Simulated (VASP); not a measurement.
Given:

```xyz
2
Lattice="0.0000 2.1050 2.1050 2.1050 0.0000 2.1050 2.1050 2.1050 0.0000" Properties=species:S:1:pos:R:3 pbc="T T T"
Mg     0.0000     0.0000     0.0000
O      2.1050     2.1050     2.1050
```

Calculation: PBEsol GGA, VASP's PBE PAW potentials (set 64) (plane waves; VASP). Run with 600 eV cut-off, 10×10×10 Γ-centred mesh, Gaussian smearing of 0.050 eV, potentials Mg O.

Each row applies one change to this cell, which was relaxed at other settings and keeps the small stress of the first row; at a fixed cut-off the stress holds a Pulay part, so it need not integrate to ΔE exactly. Stress is in GPa, positive when the cell is compressed; gaps are those on the k-mesh, and 0.00 means metallic.

```csv
change,ΔE (meV/atom),σxx,σyy,σzz,"largest shear component, with its sign (GPa)",gap (eV)
none,0.0,-0.24,-0.24,-0.24,0.00,4.65
biaxial strain of +4.0 % in the yz plane,30.9,-6.95,-12.30,-12.30,0.00,3.89
biaxial strain of -4.0 % in the yz plane,…,…,…,…,…,…
shear strain γ_xy = +1.5 %,1.0,-0.22,-0.22,-0.26,-2.19,4.59
biaxial strain of -3.0 % in the xz plane,23.4,14.03,5.60,14.03,0.00,5.22
isotropic strain of +1.5 %,…,…,…,…,…,…
```

**Question.** Some entries are withheld; supply them.

**Answer.** 
- isotropic strain of +1.5 %, ΔE (meV/atom): 8.7
- isotropic strain of +1.5 %, σxx: -6.78
- isotropic strain of +1.5 %, σyy: -6.78
- isotropic strain of +1.5 %, σzz: -6.78
- isotropic strain of +1.5 %, largest shear component, with its sign (GPa): 0.00
- isotropic strain of +1.5 %, gap (eV): 4.23
- biaxial strain of -4.0 % in the yz plane, ΔE (meV/atom): 43.0
- biaxial strain of -4.0 % in the yz plane, σxx: 7.71
- biaxial strain of -4.0 % in the yz plane, σyy: 20.11
- biaxial strain of -4.0 % in the yz plane, σzz: 20.11
- biaxial strain of -4.0 % in the yz plane, largest shear component, with its sign (GPa): 0.00
- biaxial strain of -4.0 % in the yz plane, gap (eV): 5.42

Failed runs are left out, and for metals the shear rows, which the mesh's noise covers.

The compound is MgO in the rock salt structure. The cell was not relaxed at this level.
